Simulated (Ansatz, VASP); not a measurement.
**MoS2 in two plane-wave programs**

One calculation is typed for both programs; each brings its own data sets and cutoff. How far apart do they land?

Main program and level: Ansatz 0.2.0; plane waves, with VASP 6.6.1 beside it; single point at LDA.

## Step 1: Set-up

It takes space group P-3m1 (No. 164, trigonal). The conventional cell has a = 3.185 Å, b = 3.185 Å, c = 21.671 Å, α = 90.00°, β = 90.00°, γ = 120.00°. Nearest to Mo lie 6 S at 2.41 Å. Nearest to S lie 3 Mo at 2.41 Å. Nearest to S lie 3 Mo at 2.41 Å. Farther neighbours and most contacts between anions are not listed.

Structure file:

```xyz
6
Lattice="3.1845 0.0000 0.0000 -1.5923 2.7579 0.0000 0.0000 0.0000 21.6705" Properties=species:S:1:pos:R:3
Mo    0.0000    1.8386   18.4449
Mo    1.5923    0.9193    3.2256
S     1.5923    0.9193   16.8929
S     0.0000    1.8386    1.6726
S     1.5923    0.9193   19.9979
S     0.0000    1.8386    4.7777
```

## Step 2: VASP: single point, LDA

With cell and atoms fixed, the geometry can't cause a difference; cores, projectors, grids and the points listed under the comparison can.

Lines of VASP's logs that name or quote its potential files are left out, and so is its time.

INCAR reads:

```
SYSTEM = MoS2
PREC = Accurate
ENCUT = 400
EDIFF = 1E-07
NELM = 100
ISMEAR = 0
SIGMA = 0.01
LREAL = .FALSE.
ALGO = Normal
GGA = CA
NBANDS = 32
LASPH = .TRUE.
LORBIT = 11
LWAVE = .FALSE.
LCHARG = .FALSE.
KPAR = 2
```

POSCAR reads:

```
MoS2
1.0
    3.1845414560      0.0000000000      0.0000000000
   -1.5922707280      2.7578938003      0.0000000000
    0.0000000000      0.0000000000     21.6705347200
Mo S
2 4
Direct
    0.3333333333      0.6666666667      0.8511528050
    0.6666666667      0.3333333333      0.1488471950
    0.6666666667      0.3333333333      0.7795312973
    0.3333333333      0.6666666667      0.0771826955
    0.6666666667      0.3333333333      0.9228173045
    0.3333333333      0.6666666667      0.2204687027
```

KPOINTS reads:

```
Automatic mesh
0
Gamma
8 8 1
0 0 0
```

The projector-augmented-wave data sets are Mo_sv and S (PBE family, release 64).

The run is started by

```console
$ mpirun -np 2 vasp_std
```

Numbers of over 12 decimals in the logs are rounded to 6 here.

What it wrote:

```text
[banner, memory and clock lines left out]
running    2 mpi-ranks, on    1 nodes
 distrk:  each k-point on    1 cores,    2 groups
 distr:  one band on    1 cores,    1 groups

 POSCAR found type information on POSCAR MoS
 POSCAR found :  2 types and       6 ions
|                                                                             |
|               ----> ADVICE to this user running VASP <----                  |
|                                                                             |
|     You enforced a specific xc type in the INCAR file but a different       |
|     [... a line on the potential file left out ...]
|     I HOPE YOU KNOW WHAT YOU ARE DOING!                                     |
|                                                                             |

 LDA part: xc-table for (Slater(with rela. corr.)+CA(PZ))
 , standard interpolation
 POSCAR, INCAR and KPOINTS ok, starting setup
 FFT: planning ... GRIDC
 FFT: planning ... GRID_SOFT
 FFT: planning ... GRID
 WAVECAR not read
 entering main loop
       N       E                     dE             d eps       ncg     rms          rms(c)
DAV:   1     0.374340148408E+03    0.37434E+03   -0.25637E+04   784   0.116E+03
DAV:   2    -0.274208927076E+02   -0.40176E+03   -0.39240E+03   832   0.317E+02
DAV:   3    -0.513029935441E+02   -0.23882E+02   -0.23656E+02   808   0.707E+01
DAV:   4    -0.520839675015E+02   -0.78097E+00   -0.77717E+00   848   0.126E+01
DAV:   5    -0.521081255361E+02   -0.24158E-01   -0.24123E-01   800   0.216E+00    0.352E+01
DAV:   6    -0.497365018295E+02    0.23716E+01   -0.21043E+01   712   0.249E+01    0.119E+01
DAV:   7    -0.493190351269E+02    0.41747E+00   -0.92058E+00   720   0.163E+01    0.828E+00
DAV:   8    -0.488969944030E+02    0.42204E+00   -0.15436E+00   856   0.701E+00    0.281E+00
DAV:   9    -0.489023225239E+02   -0.53281E-02   -0.19683E-01   856   0.209E+00    0.132E+00
DAV:  10    -0.488914785532E+02    0.10844E-01   -0.63376E-02   800   0.148E+00    0.319E-01
DAV:  11    -0.488911564740E+02    0.32208E-03   -0.31384E-03   792   0.298E-01    0.177E-01
DAV:  12    -0.488909927312E+02    0.16374E-03   -0.42175E-04   800   0.936E-02    0.912E-02
DAV:  13    -0.488909666189E+02    0.26112E-04   -0.37726E-04   784   0.933E-02    0.186E-02
DAV:  14    -0.488910284078E+02   -0.61789E-04   -0.37556E-05   776   0.280E-02    0.143E-02
DAV:  15    -0.488911460712E+02   -0.11766E-03   -0.58303E-05   688   0.212E-02    0.187E-02
DAV:  16    -0.488912644319E+02   -0.11836E-03   -0.23006E-05   664   0.139E-02    0.687E-03
DAV:  17    -0.488913827104E+02   -0.11828E-03   -0.57338E-06   648   0.729E-03    0.698E-03
DAV:  18    -0.488914809199E+02   -0.98209E-04   -0.58171E-06   736   0.980E-03    0.349E-03
DAV:  19    -0.488915093082E+02   -0.28388E-04   -0.13532E-06   672   0.326E-03    0.370E-03
DAV:  20    -0.488915170859E+02   -0.77777E-05   -0.40287E-07   640   0.271E-03    0.133E-03
DAV:  21    -0.488915190598E+02   -0.19738E-05   -0.11302E-07   488   0.138E-03    0.423E-04
DAV:  22    -0.488915195368E+02   -0.47704E-06   -0.19629E-08   488   0.694E-04    0.167E-04
DAV:  23    -0.488915196865E+02   -0.14965E-06   -0.70568E-09   440   0.257E-04    0.897E-05
DAV:  24    -0.488915197102E+02   -0.23752E-07   -0.16847E-09   440   0.144E-04
   1 F= -.48891520E+02 E0= -.48891520E+02  d E =-.109993E-35
```

From OUTCAR (step 2):

```text
ion  position               nearest neighbor table
   1  0.333  0.667  0.851-   3 2.41   3 2.41   3 2.41   5 2.41   5 2.41   5 2.41
   2  0.667  0.333  0.149-   6 2.41   6 2.41   6 2.41   4 2.41   4 2.41   4 2.41
   3  0.667  0.333  0.780-   1 2.41   1 2.41   1 2.41
   4  0.333  0.667  0.077-   2 2.41   2 2.41   2 2.41
   5  0.667  0.333  0.923-   1 2.41   1 2.41   1 2.41
   6  0.333  0.667  0.220-   2 2.41   2 2.41   2 2.41

  LATTYP: Found a hexagonal cell.
 ALAT       =     3.1845414560
 C/A-ratio  =     6.8049152506

 Subroutine GETGRP returns: Found 12 space group operations
 (whereof 12 operations were pure point group operations)

The static configuration has the point symmetry D_3d.

 Found     10 irreducible k-points:

   k-points           NKPTS =     10   k-points in BZ     NKDIM =     10   number of bands    NBANDS=     32

   dimension x,y,z NGX =    24 NGY =   24 NGZ =  144
   dimension x,y,z NGXF=    48 NGYF=   48 NGZF=  288

   ENCUT  =  400.0 eV  29.40 Ry    5.42 a.u.   5.19  5.19 35.34*2*pi/ulx,y,z

   NELECT =      52.0000    total number of electrons

 k-points in reciprocal lattice and weights: Automatic mesh
   0.00000000  0.00000000  0.00000000       0.016
   0.12500000  0.00000000  0.00000000       0.094
   0.25000000  0.00000000  0.00000000       0.094
   0.37500000  0.00000000  0.00000000       0.094
   0.50000000  0.00000000  0.00000000       0.047
   0.12500000  0.12500000  0.00000000       0.094
   0.25000000  0.12500000  0.00000000       0.188
   0.37500000  0.12500000  0.00000000       0.188
   0.25000000  0.25000000  0.00000000       0.094
   0.37500000  0.25000000  0.00000000       0.094

 average (electrostatic) potential at core
       1 -80.1038       2 -80.1038       3 -90.0162       4 -90.0274       5 -90.0274
       6 -90.0162

 E-fermi :   1.4889

 k-point     1 :       0.0000    0.0000    0.0000
  band No.  band energies     occupation
    ...
     22      -0.5061      2.00000
     23      -0.5061      2.00000
     24      -0.3079      2.00000
     25       0.8866      2.00000
     26       1.4032      2.00000
     27       3.7900      0.00000
     28       3.7900      0.00000
     29       3.7976      0.00000
     30       3.7976      0.00000
     31       4.0589      0.00000
    ...

 k-point     2 :       0.1250    0.0000    0.0000
  band No.  band energies     occupation
    ...
     22      -0.8449      2.00000
     23      -0.2044      2.00000
     24       0.1771      2.00000
     25       0.8038      2.00000
     26       1.1283      2.00000
     27       3.4936      0.00000
     28       3.5714      0.00000
     29       3.5739      0.00000
     30       3.7208      0.00000
     31       3.8020      0.00000
    ...

 k-point     3 :       0.2500    0.0000    0.0000
  band No.  band energies     occupation
    ...
     22      -0.7872      2.00000
     23      -0.3977      2.00000
     24      -0.1025      2.00000
     25       0.2914      2.00000
     26       0.3426      2.00000
     27       3.0572      0.00000
     28       3.3723      0.00000
     29       3.3992      0.00000
     30       3.4313      0.00000
     31       3.8354      0.00000
    ...

  Total       -4.4244410     -4.4244410     -2.6582395     -0.0000000      0.0000000      0.0000000
  in kB      -37.2455952    -37.2455952    -22.3774509     -0.0000000      0.0000000      0.0000000
  external PRESSURE =     -32.2895471 kB  Pullay stress =       0.0000000 kB

  energy-cutoff  :      400.00
  volume of cell :      190.32
      direct lattice vectors                 reciprocal lattice vectors
     3.184541456  0.000000000  0.000000000     0.314016952  0.181297771  0.000000000
    -1.592270728  2.757893800  0.000000000     0.000000000  0.362595543  0.000000000
     0.000000000  0.000000000 21.670534720     0.000000000  0.000000000  0.046145608

 POSITION                                       TOTAL-FORCE (eV/Angst)
 -----------------------------------------------------------------------------------
     -0.00000      1.83860     18.44494        -0.000000      0.000000      0.004210
      1.59227      0.91930      3.22560         0.000000      0.000000     -0.004210
      1.59227      0.91930     16.89286        -0.000000     -0.000000      0.347199
     -0.00000      1.83860      1.67259        -0.000000      0.000000      0.263576
      1.59227      0.91930     19.99794         0.000000     -0.000000     -0.263576
     -0.00000      1.83860      4.77767        -0.000000      0.000000     -0.347199
 -----------------------------------------------------------------------------------
    total drift:                                0.000000     -0.000000      0.000000

  FREE ENERGIE OF THE ION-ELECTRON SYSTEM (eV)
  ---------------------------------------------------
  free  energy   TOTEN  =       -48.8915197102 eV

  energy  without entropy=      -48.8915197102  energy(sigma->0) =      -48.89151971

 total charge
# of ion       s       p       d       tot
------------------------------------------
    1        2.294   6.220   3.973  12.487
    2        2.294   6.220   3.973  12.487
    3        1.352   2.311   0.000   3.663
    4        1.353   2.307   0.000   3.660
    5        1.353   2.307   0.000   3.660
    6        1.352   2.311   0.000   3.663
--------------------------------------------------
tot          9.998  21.675   7.945  39.619

[... 3 further parts left out ...]
```

This run has no spin polarisation, although Mo can carry a moment.

## Step 3: Ansatz: single point, LDA

Ansatz runs on its default PAW (the set named soft_2) files.

The same cell, functional (in two slightly different forms), mesh and smearing now go to Ansatz, which takes its cutoff from its data sets.

input.yaml reads:

```yaml
crystal:
  lattice:
    - [3.184541456, 0.0, 0.0]
    - [-1.592270728, 2.7578938003, 0.0]
    - [0.0, 0.0, 21.67053472]
  atoms:
    - { symbol: Mo, position: [0.3333333333, 0.6666666667, 0.851152805] }
    - { symbol: Mo, position: [0.6666666667, 0.3333333333, 0.148847195] }
    - { symbol: S, position: [0.6666666667, 0.3333333333, 0.7795312973] }
    - { symbol: S, position: [0.3333333333, 0.6666666667, 0.0771826955] }
    - { symbol: S, position: [0.6666666667, 0.3333333333, 0.9228173045] }
    - { symbol: S, position: [0.3333333333, 0.6666666667, 0.2204687027] }
hamiltonian:
  xc: lda
  pseudopotentials: { kind: paw }
kpoints:
  mp_grid: { grid: [8, 8, 1] }
scf:
  occupations: { method: gaussian, width: 0.01 }
  n_extra_bands: 5
output:
  forces: true
  stress: true
  eigenvalues: true
```

The run is started by

```console
$ ansatz run input.yaml --threads 4 --pin off --max-ram 9216MiB --backend cpu --events-out ev --progress --plain --runs-dir out
```

What it wrote:

```text
scf.n_extra_bands = 5 over 26 filled bands (N_el = 52.0): the run solves 31 bands
Engine: ansatz 0.2.0, aarch64-unknown-linux-gnu
Pseudopotentials: kind: paw
Pseudopotential: Mo, paw, valence charge 14, recommended cutoff 420 eV (normal), Mo.paw.azcp
Pseudopotential: S, paw, valence charge 6, recommended cutoff 420 eV (normal), S.paw.azcp
Functional definition: SPW92
  exchange = slater_x
  correlation = pw_c
Crystal: 6 atoms, lattice volume = 190.324 Å³
Basis set: ecut = 420 eV, 3721 PW (Γ)
Bands: 31, of which v1, the nominal top of the filled ones, is band 26 counted from 1 (25 counted from 0)
Symmetry: 12 space group operations
Space group: P-3m1 (ITA 164), of the structure as read, at distance tolerance 5.8e-5 Å
k-points: 10 of 64
Non-local potential: Mo, projectors of the file, l = 0: 3, l = 1: 2, l = 2: 2, l = 3: 1
Non-local potential: S, projectors of the file, l = 0: 2, l = 1: 2, l = 2: 2
PAW form: soft (Blöchl's): semilocal exchange-correlation on the pseudo side does not see the compensation charge
PAW frozen core: Mo, regenerated for the run's functional, and the local potential with it (the file was generated under x = pbe(κ = 0.804, μ = 0.219515), c = pbe(β = 0.066725))
PAW frozen core: S, regenerated for the run's functional, and the local potential with it (the file was generated under x = pbe(κ = 0.804, μ = 0.219515), c = pbe(β = 0.066725))
PAW one-centre angular grid: Mo, 590 points (default); XC on 64 Gauss nodes
PAW one-centre angular grid: S, 110 points (default); XC on 64 Gauss nodes
Initial density: superposition of atomic densities (neutral atoms: chi_scale 0, normalization atom), corrected by the library's trained network
Initial wavefunctions: pseudopotential atomic-orbital guess
Functional: x = slater, c = lda
SCF iter   1: F=—  HF=-13169.553924 eV  |F-HF|=—  |Δ(HF+E_count)|=         —  Δρ=6.20e-3  dr2=1.04e-1  ethr=1.77e-3  ⟨swp⟩=9.9  Hψ=1674  notcnv=0
preconditioner: auto → none  [insulator: Δε(μ)=1.362 eV  Ē_g=7.497 eV  σ=0.010 eV  W_gap=1.00  n_scr=14 (ndim 8)  ℏωp=16.1 eV  f_vac=0.413  D(μ)=0.00/eV (n_scr^D=0)  ε∞_Penn≈5.6]
SCF iter   2: F=—  HF=-13169.658030 eV  |F-HF|=—  |Δ(HF+E_count)|=   1.04e-1  Δρ=8.85e-3  dr2=1.10e0  ethr=2.01e-4  ⟨swp⟩=4.7  Hψ=825  notcnv=0  defer=10  recentre
SCF iter   3: F=—  HF=-13169.549097 eV  |F-HF|=—  |Δ(HF+E_count)|=   1.09e-1  Δρ=4.20e-3  dr2=4.42e-2  ethr=2.01e-4  ⟨swp⟩=4.5  Hψ=746  notcnv=0  defer=8
SCF iter   4: F=—  HF=-13169.547886 eV  |F-HF|=—  |Δ(HF+E_count)|=   1.21e-3  Δρ=2.65e-3  dr2=1.07e-2  ethr=8.50e-5  ⟨swp⟩=2.2  Hψ=427  notcnv=0  defer=9
SCF iter   5: F=—  HF=-13169.548049 eV  |F-HF|=—  |Δ(HF+E_count)|=   1.63e-4  Δρ=8.50e-4  dr2=4.31e-4  ethr=2.06e-5  ⟨swp⟩=2.4  Hψ=442  notcnv=0  defer=9
SCF iter   6: F=—  HF=-13169.548245 eV  |F-HF|=—  |Δ(HF+E_count)|=   1.96e-4  Δρ=1.19e-4  dr2=5.55e-5  ethr=8.29e-7  ⟨swp⟩=2.0  Hψ=460  notcnv=0  defer=9
SCF iter   7: F=—  HF=-13169.548135 eV  |F-HF|=—  |Δ(HF+E_count)|=   1.11e-4  Δρ=4.48e-5  dr2=1.93e-6  ethr=1.07e-7  ⟨swp⟩=2.2  Hψ=433  notcnv=0  defer=9
SCF iter   8: F=-13169.548135 eV  HF=-13169.548135 eV  |F-HF|=4.88e-8  |Δ(HF+E_count)|=   4.07e-7  Δρ=6.72e-6  dr2=8.36e-8  ethr=1.92e-10  ⟨swp⟩=9.8  Hψ=1749  notcnv=0
SCF 1 converged in 8 iterations: F = -13169.548135 eV  dr2 = 8.36e-8
  greatest PAW one-centre occupation: 0.999 electrons in one spin orbital (limit 2), on the Mo atom at site 1 (counted from 0), in its partial waves of l = 0
SCF converged after 8 iterations
Free energy (F): -13169.548135 eV
Harris-Foulkes:  -13169.548135 eV  (|F-HF|=4.88e-8)
Internal energy: -13169.548135 eV  (E = F + TS)
E sigma→0 (E₀):  -13169.548135 eV
Fermi energy:    4.013672 eV
--- Per-component energies (eV) ---
  E_band       = -689.337026
  E_kinetic    = 1311.978551
  E_local      = -24652.219659  (includes V_loc(G=0)·N_el)
  E_nonlocal   = 412.216910
  E_hartree    = 11681.837855
  E_xc         = -750.578439
  E_vxc        = -809.176980  (∫ρ·V_xc dr)
  E_paw        = -8453.287529  (= ΣΔE_a)
  E_vpaw       = -315.815955  (= ΣTr[D̂ρ^β])
  E_aug_tail   = 0.000057  (compensation charges beyond the density's cutoff)
  E_ewald      = 7278.945697
  E_core_change = 1.558423  (= ΣΔE_core)
  E_smearing   = -0.000000  (= −TS)
  E_closure    = -0.000000  (closes the sum)
  Σ components = -13169.548135   (vs F -13169.548135, Δ=0.00e0)
--- Forces (eV/Å), atoms counted from 1 ---
  atom   1  Mo    -0.00000000    -0.00000000     0.00482271
  atom   2  Mo     0.00000000     0.00000000    -0.00482271
  atom   3  S      0.00000000    -0.00000000     0.41320899
  atom   4  S     -0.00000000     0.00000000     0.32953410
  atom   5  S      0.00000000    -0.00000000    -0.32953410
  atom   6  S      0.00000000     0.00000000    -0.41320899
  max |Σ_I F_I| component: 6.94e-18 eV/Å
--- Stress (GPa, compression-positive) ---
       -3.883303      -0.000000       0.000000
        0.000000      -3.883303       0.000000
        0.000000       0.000000      -2.426214
  P = ⅓ Tr σ = -3.3976 GPa (-33.976 kbar)
--- Band table (eV; the first three rows and the last of 10) ---
  k-point 0: bands = [... 22 lower, 1.3911, 1.5950, 2.7883, 3.3051, 5.6774, 5.6774, 5.6848, 5.6848, ... 1 higher]
  k-point 1: bands = [... 22 lower, 1.6942, 2.0781, 2.7057, 3.0306, 5.3822, 5.4561, 5.4594, 5.6072, ... 1 higher]
  k-point 2: bands = [... 22 lower, 1.5059, 1.8030, 2.1932, 2.2447, 4.9473, 5.2630, 5.2884, 5.3219, ... 1 higher]
  k-point 9: bands = [... 22 lower, 0.9068, 1.0323, 2.7232, 2.7785, 4.7223, 4.7358, 5.8841, 6.2166, ... 1 higher]
```

Run time: 1.3 s. Hardware: 4 threads of Arm Neoverse V1, shared host; peak memory 0.5 GiB.

## Step 4: Side by side

Known differences besides the PAW data sets themselves: the two LDA forms differ slightly; the cutoff is 420 eV in Ansatz and 400 eV in VASP; Ansatz makes its cores anew for this functional, VASP keeps those of its PBE data sets. Total energies have different zeros and are not compared.

The two programs side by side:

```
              quantity  Ansatz   VASP  difference
        pressure (GPa)   -3.40  -3.23       -0.17
gap on the k mesh (eV)   1.417  1.428      -0.011
```

Forces (eV/Å; atoms numbered as in POSCAR):

```
atom        Ansatz x, y, z          VASP x, y, z
 Mo1   0.000, 0.000, 0.005   0.000, 0.000, 0.004
 Mo2  0.000, 0.000, -0.005  0.000, 0.000, -0.004
  S3   0.000, 0.000, 0.413   0.000, 0.000, 0.347
  S4   0.000, 0.000, 0.330   0.000, 0.000, 0.264
  S5  0.000, 0.000, -0.330  0.000, 0.000, -0.264
  S6  0.000, 0.000, -0.413  0.000, 0.000, -0.347
```

The forces differ by 31 meV/Å r.m.s., which is 21.4 % of the r.m.s. force of 0.15 eV/Å (both taken over all components).

## Step 5: Looking for the cause

The difference is large enough to ask for its cause, so further runs change the set-up of one program at a time, as the table lists.

```
                                                           run  r.m.s. force difference (meV/Å)
                                                      as above                               31
cores kept as stored, as VASP does, whose cores stay as stored                               23
                             Ansatz's all-electron LAPW method                               29
                       Ansatz's larger PAW set (cutoff 640 eV)                               29
                   norm-conserving potentials (cutoff 1088 eV)                               27
```

## Step 6: Summary of results

| Quantity | Value |
| --- | --- |
| r.m.s. force difference (single point, LDA) | 31 meV/Å |

In words: The r.m.s. force difference is 31 meV/Å (single point, LDA), beyond the 12 meV/Å picked in this series as the mark of a large difference. For single point, LDA: no further run halves the r.m.s. force difference; only Ansatz's side was varied, and Ansatz's runs with other potentials lie closer to each other than to VASP, which for this quantity points to VASP's side; this was not tested here. The all-electron run, which needs no data set, lies 29 meV/Å from VASP, against 31 for Ansatz's PAW result. 1 further run on this material is not shown. How closely two codes agree says nothing of how well the functional describes the real material.

[Lines on the potential files, build, host, timing and source positions are cut from VASP's logs without a mark.]

[Logs are printed without paths, hosts, clocks, repeated set-up lines and the standing remarks that a program may print on its own settings, such as how far it seeks lower states.]

[Hosts, paths, dates, database ids (printed as entryN), source tags and the programs' standing remarks are cut or masked in the printed files.]
